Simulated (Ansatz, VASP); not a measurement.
## Cross-check of TiB2 between VASP and Ansatz

Wanted: the spread between two codes on one cell, functional and k mesh. Of the first pair: The structure shown is the end of the Ansatz relaxation below.

Main program and level: Ansatz 0.2.0; plane waves, with VASP 6.6.1 beside it; single point at LDA and zone-centre phonons at LDA.

### Step 1. Starting point

It takes space group P6/mmm (No. 191, hexagonal). Conventional cell: a = 3.011 Å, b = 3.011 Å, c = 3.186 Å, α = 90.00°, β = 90.00°, γ = 120.00°. B has 3 B at 1.74 Å and 6 Ti at 2.36 Å nearest. Ti has 12 B at 2.36 Å nearest. Farther neighbours are not listed.

### Step 2. Ansatz: relaxation, LDA

Ansatz runs on its PAW soft_1 files.

This run makes the geometry at which the two programs are then compared.

The input, input.yaml:

```yaml
crystal:
  lattice:
    - [3.013415496, 0.0, 0.0]
    - [-1.506707748, 2.6096943717, 0.0]
    - [0.0, 0.0, 3.1809586143]
  atoms:
    - { symbol: B, position: [0.3333333333, 0.6666666667, 0.5] }
    - { symbol: B, position: [0.6666666667, 0.3333333333, 0.5] }
    - { symbol: Ti, position: [0.0, 0.0, 0.0] }
kpoints:
  mp_grid: { grid: [18, 18, 16] }
hamiltonian:
  xc: lda
  pseudopotentials: { kind: paw, azcp: { folder: soft_1 }, xc_functional: pbe }
scf:
  occupations: { method: methfessel_paxton, width: 0.2 }
output:
  forces: true
  stress: true
  eigenvalues: true
relax:
  adjacent_minimum: "off"
  f_tol: 0.001
  max_steps: 60
  cell: { stress_tol: 0.01, fix: [volume] }
```

Launch:

```sh
> ansatz run input.yaml --threads 4 --pin off --max-ram 10240MiB --backend cpu --events-out ev --progress --plain --runs-dir out
```

Numbers of over 12 decimals in the logs are rounded to 6 here.

What it wrote:

```text
Engine: ansatz 0.2.0, x86_64-unknown-linux-gnu
Pseudopotentials: kind: paw
Pseudopotential: B, paw, valence charge 3, recommended cutoff 420 eV (normal), soft_1/B.paw.azcp
Pseudopotential: Ti, paw, valence charge 12, recommended cutoff 420 eV (normal), soft_1/Ti.paw.azcp
Functional definition: SPW92
  exchange = slater_x
  correlation = pw_c
Crystal: 3 atoms, lattice volume = 25.015 Å³
Basis set: ecut = 420 eV, 479 PW (Γ)
Bands: 13, of which v1, the nominal top of the filled ones, is band 9 counted from 1 (8 counted from 0)
Symmetry: 24 space group operations
Space group: P6/mmm (ITA 191), of the structure as read, at distance tolerance 2.9e-5 Å
k-points: 333 of 5184
Non-local potential: B, projectors of the file, l = 0: 2, l = 1: 2, l = 2: 1
Non-local potential: Ti, projectors of the file, l = 0: 3, l = 1: 2, l = 2: 3, l = 3: 1
PAW form: soft (Blöchl's): semilocal exchange-correlation on the pseudo side does not see the compensation charge
PAW frozen core: B, regenerated for the run's functional, and the local potential with it (the file was generated under x = pbe(κ = 0.804, μ = 0.219515), c = pbe(β = 0.066725))
PAW frozen core: Ti, regenerated for the run's functional, and the local potential with it (the file was generated under x = pbe(κ = 0.804, μ = 0.219515), c = pbe(β = 0.066725))
PAW one-centre angular grid: B, 110 points (default); XC on 64 Gauss nodes
PAW one-centre angular grid: Ti, 590 points (default); XC on 64 Gauss nodes
Initial density: superposition of atomic densities (chi_scale 0.1, normalization cell, long waves kept (reshape's long-wave potential 0.00 eV rms))
Initial wavefunctions: pseudopotential atomic-orbital guess
Functional: x = slater, c = lda
SCF iter   1: F=—  HF=-2754.500016 eV  |F-HF|=—  |Δ(HF+E_count)|=         —  Δρ=1.09e-1  dr2=4.70e0  ethr=3.10e-3  ⟨swp⟩=4.3  Hψ=20428  notcnv=0
preconditioner: auto → none  [metal: Δε(μ)=0.015 eV  Ē_g=9.519 eV  σ=0.200 eV  W_gap=0.06  n_scr=8 (ndim 8)  ℏωp=23.5 eV  f_vac=0.000  D(μ)=0.41/eV (n_scr^D=0)  sad-step TF]
SCF iter   2: F=—  HF=-2753.864508 eV  |F-HF|=—  |Δ(HF+E_count)|=   6.36e-1  S|Δr|=    0.00e0  Δρ=7.26e-2  dr2=2.23e0  ethr=3.10e-3  ⟨swp⟩=2.0  Hψ=8269  notcnv=0
SCF iter   3: F=—  HF=-2753.308626 eV  |F-HF|=—  |Δ(HF+E_count)|=   5.56e-1  S|Δr|=    0.00e0  Δρ=8.76e-3  dr2=2.30e-2  ethr=3.10e-3  ⟨swp⟩=3.0  Hψ=8375  notcnv=0
SCF iter   4: F=—  HF=-2753.306025 eV  |F-HF|=—  |Δ(HF+E_count)|=   2.60e-3  S|Δr|=    0.00e0  Δρ=1.00e-3  dr2=2.74e-4  ethr=1.28e-4  ⟨swp⟩=1.7  Hψ=7556  notcnv=0
SCF iter   5: F=—  HF=-2753.306041 eV  |F-HF|=—  |Δ(HF+E_count)|=   1.59e-5  S|Δr|=    0.00e0  Δρ=3.21e-4  dr2=4.28e-5  ethr=1.52e-6  ⟨swp⟩=2.0  Hψ=6021  notcnv=0
SCF iter   6: F=—  HF=-2753.306034 eV  |F-HF|=—  |Δ(HF+E_count)|=   7.46e-6  S|Δr|=    0.00e0  Δρ=7.16e-5  dr2=1.47e-6  ethr=2.38e-7  ⟨swp⟩=2.4  Hψ=6031  notcnv=0
SCF iter   7: F=-2753.306033 eV  HF=-2753.306033 eV  |F-HF|=5.01e-9  |Δ(HF+E_count)|=   3.19e-7  S|Δr|=    0.00e0  Δρ=5.14e-6  dr2=4.84e-9  ethr=5.56e-10  ⟨swp⟩=5.4  Hψ=20395  notcnv=0
SCF 1 converged in 7 iterations: F = -2753.306033 eV  dr2 = 4.84e-9
  greatest PAW one-centre occupation: 0.998 electrons in one spin orbital (limit 2), on the Ti atom at site 2 (counted from 0), in its partial waves of l = 0
relax step   1: F+E_penalty+E_count = -2753.30603328 eV  Δ(F+E_penalty+E_count) = +0.000e0 eV  max|allowed force component| = 2.591e-16 eV/Å  Δτ_max = 0.0000 Å  P = -5.372 GPa  Ω = 25.015 Å³  fix = [volume]  reactions: volume -5.372 GPa  (7 SCF iters, dr2 threshold 1.00e-7 eV, accepted)
[...]
relax step   2: F+E_penalty+E_count = -2753.30617047 eV  Δ(F+E_penalty+E_count) = -1.372e-4 eV  max|allowed force component| = 2.529e-16 eV/Å  Δτ_max = 0.0000 Å  P = -5.281 GPa  Ω = 25.015 Å³  energy of the carried Pulay correction = +2.941e-6 eV  fix = [volume]  reactions: volume -5.281 GPa  (3 SCF iters, dr2 threshold 3.00e-7 eV, accepted)
[...]
relax step   3: F+E_penalty+E_count = -2753.30617071 eV  Δ(F+E_penalty+E_count) = -2.365e-7 eV  max|allowed force component| = 4.441e-16 eV/Å  Δτ_max = 0.0000 Å  P = -5.284 GPa  Ω = 25.015 Å³  energy of the carried Pulay correction = +2.802e-6 eV  fix = [volume]  reactions: volume -5.284 GPa  (3 SCF iters, dr2 threshold 2.98e-9 eV, accepted)
[...]
relax step   4: F+E_penalty+E_count = -2753.30617112 eV  Δ(F+E_penalty+E_count) = -4.134e-7 eV  max|allowed force component| = 4.441e-16 eV/Å  Δτ_max = 0.0000 Å  P = -5.284 GPa  Ω = 25.015 Å³  fix = [volume]  reactions: volume -5.284 GPa  stress off target by 1.99e-3 GPa on what of the cell is left free  SCF on the basis re-selected at this cell (its energy is not comparable with the rows above)  (3 SCF iters)
basis re-selected at this cell: Δ(F+E_penalty+E_count) = -4.134e-7 eV, ΔP = -0.001 GPa vs the last step (what re-selecting the basis moved, of the pressure what is left beyond the Pulay correction that the steps carried, after the strain that the cell walked since its last selection, with what the two solves' SCF thresholds leave and, on support functions, any second-order correction that the steps lacked; it is no m [...]
SCF converged after 3 iterations
Stability not checked: this state was not tested for a lower state beside it, because cold or Methfessel-Paxton smearing, or corrected tetrahedra, fill the levels in a way that the test cannot read (fill_not_monotonic; see scf.lower_state_search)
Free energy (F): -2753.306171 eV
Harris-Foulkes:  -2753.306171 eV  (|F-HF|=4.55e-13)
Internal energy: -2753.306747 eV  (E = F + TS)
E sigma→0 (E₀):  -2753.306315 eV
Entropy (-TS):   0.000576 eV (0.192 meV/atom)
Fermi energy:    15.241893 eV
--- Per-component energies (eV) ---
  E_band       = -89.508312
  E_kinetic    = 385.501349
  E_local      = -831.870468  (includes V_loc(G=0)·N_el)
  E_nonlocal   = 81.268765
  E_hartree    = 341.378159
  E_xc         = -183.854514
  E_vxc        = -226.575762  (∫ρ·V_xc dr)
  E_paw        = -1138.158229  (= ΣΔE_a)
  E_vpaw       = -180.588406  (= ΣTr[D̂ρ^β])
  E_aug_tail   = -0.000077  (compensation charges beyond the density's cutoff)
  E_ewald      = -1407.989351
  E_core_change = 0.417619  (= ΣΔE_core)
  E_smearing   = 0.000576  (= −TS)
  E_closure    = -0.000000  (closes the sum)
  Σ components = -2753.306171   (vs F -2753.306171, Δ=0.00e0)
--- Forces (eV/Å), atoms counted from 1 ---
  atom   1  B      0.00000000    -0.00000000     0.00000000
  atom   2  B      0.00000000     0.00000000     0.00000000
  atom   3  Ti    -0.00000000    -0.00000000     0.00000000
  max |Σ_I F_I| component: 9.25e-18 eV/Å
--- Stress (GPa, compression-positive) ---
       -5.285445       0.000000       0.000000
       -0.000000      -5.285445      -0.000000
        0.000000      -0.000000      -5.282460
  P = ⅓ Tr σ = -5.2845 GPa (-52.845 kbar)
--- Band table (eV; the first three rows and the last of 333) ---
  k-point 0: bands = [... 5 lower, 12.5111, 12.5111, 13.0155, 13.0480, 17.1663, 17.1663, 19.0076, 19.0076]
  k-point 1: bands = [... 5 lower, 12.2409, 12.5538, 12.5538, 13.7686, 17.0179, 17.0179, 18.9121, 18.9121]
  k-point 2: bands = [... 5 lower, 11.4097, 12.6813, 12.6813, 14.4488, 16.6580, 16.6580, 18.6376, 18.6376]
  k-point 332: bands = [... 5 lower, 6.6699, 9.5118, 12.0435, 12.0435, 17.8239, 19.6828, 19.6828, 19.8732]
--- Relaxed structure (3 steps of the walk, 3 accepted, 1 SCFs on fresh bases) ---
  F+E_penalty+E_count = -2753.30617112 eV   max|allowed force component| = 4.441e-16 eV/Å   (the final SCF, on the basis selected at the relaxed cell)
  cell:  # Å, volume = 25.0154 Å³
    - [3.010936, 0.0, 0]
    - [-1.505468, 2.607547, 0]
    - [0, 0, 3.186199]
  atoms:
    - { symbol: B, position: [0.333333, 0.666667, 0.500000] }
    - { symbol: B, position: [0.666667, 0.333333, 0.500000] }
    - { symbol: Ti, position: [0, 0, 0] }
```

The column dr2 measures how far the density is from self-consistency, as an energy; F and HF (Harris–Foulkes) agree once it is small.

### Step 3. VASP: single point, LDA, pair 1

The same cell, functional (in two slightly different forms), mesh and smearing now go to VASP, with its own data sets.

Lines of VASP's logs that name or quote its potential files are left out, and so is its time.

The input, INCAR:

```
SYSTEM = TiB2
PREC = Accurate
ENCUT = 500
EDIFF = 1E-06
NELM = 120
ISMEAR = 1
SIGMA = 0.2
LREAL = .FALSE.
ALGO = Normal
GGA = PW92
NBANDS = 15
LASPH = .TRUE.
LORBIT = 11
LWAVE = .FALSE.
LCHARG = .FALSE.
ISIF = 2
GGA_COMPAT = .FALSE.
KPAR = 2
```

The input, POSCAR:

```
TiB2
1.0
    3.0109362237      0.0000000000      0.0000000000
   -1.5054681119      2.6075472589      0.0000000000
    0.0000000000      0.0000000000      3.1861993161
B Ti
2 1
Direct
    0.3333333333      0.6666666667      0.5000000000
    0.6666666667      0.3333333333      0.5000000000
    0.0000000000      0.0000000000      0.0000000000
```

The input, KPOINTS:

```
Automatic mesh
0
Gamma
18 18 16
0 0 0
```

PAW data sets: B and Ti_sv (LDA family, release 64).

Launch:

```sh
> mpirun -np 2 vasp_std
```

What it wrote:

```text
[banner, memory and clock lines left out]
running    2 mpi-ranks, on    1 nodes
 distrk:  each k-point on    1 cores,    2 groups
 distr:  one band on    1 cores,    1 groups

 POSCAR found type information on POSCAR B Ti
 POSCAR found :  2 types and       3 ions
|                                                                             |
|               ----> ADVICE to this user running VASP <----                  |
|                                                                             |
|     You enforced a specific xc type in the INCAR file but a different       |
|     [... a line on the potential file left out ...]
|     I HOPE YOU KNOW WHAT YOU ARE DOING!                                     |
|                                                                             |

 LDA part: xc-table for (Slater(with rela. corr.)+PW92), standard interpolation
 POSCAR, INCAR and KPOINTS ok, starting setup
 FFT: planning ... GRIDC
 FFT: planning ... GRID_SOFT
 FFT: planning ... GRID
 WAVECAR not read
 entering main loop
       N       E                     dE             d eps       ncg     rms          rms(c)
DAV:   1     0.119891542183E+03    0.11989E+03   -0.89106E+03  9990   0.133E+03
DAV:   2    -0.246062462796E+02   -0.14450E+03   -0.14000E+03 10592   0.355E+02
DAV:   3    -0.319707612008E+02   -0.73645E+01   -0.72907E+01 14284   0.780E+01
DAV:   4    -0.321761386950E+02   -0.20538E+00   -0.20506E+00 12490   0.115E+01
DAV:   5    -0.321813141461E+02   -0.51755E-02   -0.51750E-02 14481   0.154E+00    0.168E+01
DAV:   6    -0.269275668177E+02    0.52537E+01   -0.22088E+01 14052   0.527E+01    0.371E+00
DAV:   7    -0.269160801709E+02    0.11487E-01   -0.13679E+00 10760   0.137E+01    0.342E+00
DAV:   8    -0.269127619851E+02    0.33182E-02   -0.86427E-02 16559   0.253E+00    0.948E-01
DAV:   9    -0.269124203588E+02    0.34163E-03   -0.35050E-02 12447   0.263E+00    0.267E-01
DAV:  10    -0.269118964241E+02    0.52393E-03   -0.37948E-03 13696   0.779E-01    0.673E-02
DAV:  11    -0.269118858307E+02    0.10593E-04   -0.29882E-04 13847   0.180E-01    0.704E-02
DAV:  12    -0.269118700910E+02    0.15740E-04   -0.90251E-05 13370   0.121E-01    0.722E-03
DAV:  13    -0.269118694807E+02    0.61031E-06   -0.35292E-06 12038   0.223E-02
   1 F= -.26911869E+02 E0= -.26912062E+02  d E =0.578467E-03
```

Parts of OUTCAR (step 3):

```text
ion  position               nearest neighbor table
   1  0.333  0.667  0.500-   2 1.74   2 1.74   2 1.74   3 2.36   3 2.36   3 2.36   3 2.36   3 2.36
                             3 2.36
   2  0.667  0.333  0.500-   1 1.74   1 1.74   1 1.74   3 2.36   3 2.36   3 2.36   3 2.36   3 2.36
                             3 2.36
   3  0.000  0.000  0.000-   1 2.36   2 2.36   1 2.36   2 2.36   2 2.36   2 2.36   1 2.36   1 2.36
                             2 2.36   2 2.36   1 2.36   1 2.36

  LATTYP: Found a hexagonal cell.
 ALAT       =     3.0109362237
 C/A-ratio  =     1.0582088358

 Subroutine GETGRP returns: Found 24 space group operations
 (whereof 24 operations were pure point group operations)

The static configuration has the point symmetry D_6h.

 Found    333 irreducible k-points:

   k-points           NKPTS =    333   k-points in BZ     NKDIM =    333   number of bands    NBANDS=     15

   dimension x,y,z NGX =    24 NGY =   24 NGZ =   24
   dimension x,y,z NGXF=    48 NGYF=   48 NGZF=   48

   ENCUT  =  500.0 eV  36.75 Ry    6.06 a.u.   5.49  5.49  5.81*2*pi/ulx,y,z

   NELECT =      18.0000    total number of electrons

 k-points in reciprocal lattice and weights: Automatic mesh
   0.00000000  0.00000000  0.00000000       0.000
   0.05555556  0.00000000  0.00000000       0.001
   0.11111111  0.00000000  0.00000000       0.001
   0.16666667  0.00000000  0.00000000       0.001
   0.22222222  0.00000000  0.00000000       0.001
   0.27777778  0.00000000  0.00000000       0.001
   0.33333333 -0.00000000  0.00000000       0.001
   0.38888889  0.00000000  0.00000000       0.001
   0.44444444  0.00000000  0.00000000       0.001
[...]
0.33333333  0.27777778  0.50000000       0.002
   0.33333333  0.33333333  0.50000000       0.000

 average (electrostatic) potential at core
       1 -27.2150       2 -27.2150       3 -70.5316

 E-fermi :  10.2370

 k-point     1 :       0.0000    0.0000    0.0000
  band No.  band energies     occupation
    ...
      5      -3.2155      2.00000
      6       7.5142      2.00000
      7       7.5142      2.00000
      8       8.0219      2.00000
      9       8.0479      2.00000
     10      12.1544     -0.00000
     11      12.1544     -0.00000
     12      14.0026     -0.00000
     13      14.0026     -0.00000
     14      16.0616      0.00000
    ...

 k-point     2 :       0.0556    0.0000    0.0000
  band No.  band energies     occupation
    ...
      5      -3.1553      2.00000
      6       7.3465      2.00000
      7       7.5067      2.00000
      8       7.9643      2.00000
      9       8.0780      2.00000
     10      12.1361     -0.00000
     11      12.2679     -0.00000
     12      13.7257     -0.00000
     13      13.7637     -0.00000
     14      16.3468      0.00000
    ...

 k-point     3 :       0.1111    0.0000    0.0000
  band No.  band energies     occupation
    ...
      5      -2.9762      2.00000
      6       6.8769      2.00000
      7       7.4806      2.00000
      8       7.8149      2.00000
      9       8.1626      2.00000
     10      12.0840     -0.00000
     11      12.5763     -0.00000
     12      13.1918     -0.00000
     13      13.3455     -0.00000
     14      16.8678      0.00000
    ...

  Total       -0.7817583     -0.7817583     -0.7706569      0.0000000     -0.0000000      0.0000000
  in kB      -50.0698610    -50.0698610    -49.3588443      0.0000000     -0.0000000      0.0000000
  external PRESSURE =     -49.8328554 kB  Pullay stress =       0.0000000 kB

  energy-cutoff  :      500.00
  volume of cell :       25.02
      direct lattice vectors                 reciprocal lattice vectors
     3.010936224  0.000000000  0.000000000     0.332122611  0.191751079  0.000000000
    -1.505468112  2.607547259  0.000000000     0.000000000  0.383502158  0.000000000
     0.000000000  0.000000000  3.186199316     0.000000000  0.000000000  0.313853561

 POSITION                                       TOTAL-FORCE (eV/Angst)
 -----------------------------------------------------------------------------------
     -0.00000      1.73836      1.59310        -0.000000      0.000000      0.000000
      1.50547      0.86918      1.59310         0.000000      0.000000     -0.000000
      0.00000      0.00000      0.00000         0.000000      0.000000     -0.000000
 -----------------------------------------------------------------------------------
    total drift:                               -0.000000      0.000000      0.000000

  FREE ENERGIE OF THE ION-ELECTRON SYSTEM (eV)
  ---------------------------------------------------
  free  energy   TOTEN  =       -26.9118694807 eV

  energy  without entropy=      -26.9124479476  energy(sigma->0) =      -26.91206230

 total charge
# of ion       s       p       d       tot
------------------------------------------
    1        0.688   1.353   0.000   2.041
    2        0.688   1.353   0.000   2.041
    3        2.184   6.225   2.094  10.502
--------------------------------------------------
tot          3.559   8.931   2.094  14.584

[... 3 further parts left out ...]
```

The run ends at a pressure of -4.98 GPa.

### Step 4. Differences

Known differences besides the potentials themselves: the cutoff is 420 eV in Ansatz and 500 eV in VASP; VASP's log shows a relativistic correction to its local exchange, Ansatz's none; Ansatz's pressure holds a Pulay correction, VASP's none. Total energies have different zeros and are not compared.

Both answers:

| quantity | Ansatz | VASP | difference |
| --- | --- | --- | --- |
| pressure (GPa) | -5.28 | -4.98 | -0.30 |

### Step 5. Ansatz: relaxation, LDA

This run makes the geometry at which the two programs are then compared. The cell compared in this pair holds 25.51 Å³, against 25.02 Å³ for the pair before.

The structure compared here is the end of the Ansatz relaxation.

Changes to input.yaml since step 2:

```diff
@@ -2,5 +2,5 @@
   lattice:
-    - [3.013415496, 0.0, 0.0]
-    - [-1.506707748, 2.6096943717, 0.0]
-    - [0.0, 0.0, 3.1809586143]
+    - [3.0304883055, 0.0, 0.0]
+    - [-1.5152441527, 2.6244798584, 0.0]
+    - [0.0, 0.0, 3.2068895018]
   atoms:
```

Launch:

```sh
> ansatz run input.yaml --threads 4 --pin off --max-ram 10240MiB --backend cpu --events-out ev --progress --plain --runs-dir out
```

What it wrote:

```text
[...]
Crystal: 3 atoms, lattice volume = 25.506 Å³
Basis set: ecut = 420 eV, 503 PW (Γ)
Bands: 13, of which v1, the nominal top of the filled ones, is band 9 counted from 1 (8 counted from 0)
Symmetry: 24 space group operations
[...]
k-points: 333 of 5184
[...]
--- Relaxed structure (3 steps of the walk, 3 accepted, 1 SCFs on fresh bases) ---
[...]
cell:  # Å, volume = 25.5059 Å³
    - [3.027967, -2.8843442668515096e-11, 0.0]
    - [-1.513984, 2.622296, 0.0]
    - [0.0, 0.0, 3.212232]
  atoms:
    - { symbol: B, position: [0.333333, 0.666667, 0.5] }
    - { symbol: B, position: [0.666667, 0.333333, 0.5] }
    - { symbol: Ti, position: [0, 0, 0.0] }
[key lines of the parts left out:]
SCF converged after 3 iterations
Free energy (F): -2753.282534 eV
Fermi energy:    14.926861 eV
P = ⅓ Tr σ = -10.0770 GPa (-100.770 kbar)
```

(Part 1 of 2 ends here.)

[Lines on the potential files, build, host, timing and source positions are cut from VASP's logs without a mark.]

[Logs are printed without paths, hosts, clocks, repeated set-up lines and the standing remarks that a program may print on its own settings, such as how far it seeks lower states.]

[Hosts, paths, dates, database ids (printed as entryN), source tags and the programs' standing remarks are cut or masked in the printed files.]
